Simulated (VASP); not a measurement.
OSZICAR of a VASP run on Au (fcc):

**OSZICAR**
```
       N       E                     dE             d eps       ncg     rms          rms(c)
DAV:   1     0.435329751240E+02    0.43533E+02   -0.58705E+03  2320   0.109E+03
DAV:   2    -0.305010286619E+01   -0.46583E+02   -0.43637E+02  2225   0.203E+02
DAV:   3    -0.344845023514E+01   -0.39835E+00   -0.39785E+00  2571   0.195E+01
DAV:   4    -0.344946429658E+01   -0.10141E-02   -0.10140E-02  2463   0.104E+00
DAV:   5    -0.344947055695E+01   -0.62604E-05   -0.62612E-05  2401   0.781E-02    0.988E+00
DAV:   6    -0.320271671347E+01    0.24675E+00   -0.76737E-01  2205   0.869E+00    0.622E+00
DAV:   7    -0.318221319119E+01    0.20504E-01   -0.84607E-02  2304   0.285E+00    0.282E+00
DAV:   8    -0.317984137736E+01    0.23718E-02   -0.26942E-03  2277   0.544E-01    0.267E-01
DAV:   9    -0.317982282473E+01    0.18553E-04   -0.22276E-05  2373   0.516E-02    0.237E-02
DAV:  10    -0.317982821384E+01   -0.53891E-05   -0.26398E-06  2350   0.199E-02    0.328E-03
DAV:  11    -0.317982814020E+01    0.73641E-07   -0.43116E-08  1738   0.206E-03
   1 F= -.38684548E+01 E0= -.38683095E+01  d E =-.435758E-03
```

Problem. Which electronic solver shows in the log?

Solution. It is blocked Davidson (ALGO = Normal, or the opening steps of other solvers). The INCAR had ALGO = Normal.

Problem. Can the final energy be trusted as converged?

Solution. The calculation finished and met its thresholds. It stopped with EDIFF = 1E-7, NELM = 100 (PBE GGA with D4 dispersion, plane waves, VASP's PBE PAW potentials (set 64)).

The compound is Au in the fcc structure. This cell is one point of a volume scan, at 0.97 of the reference volume.
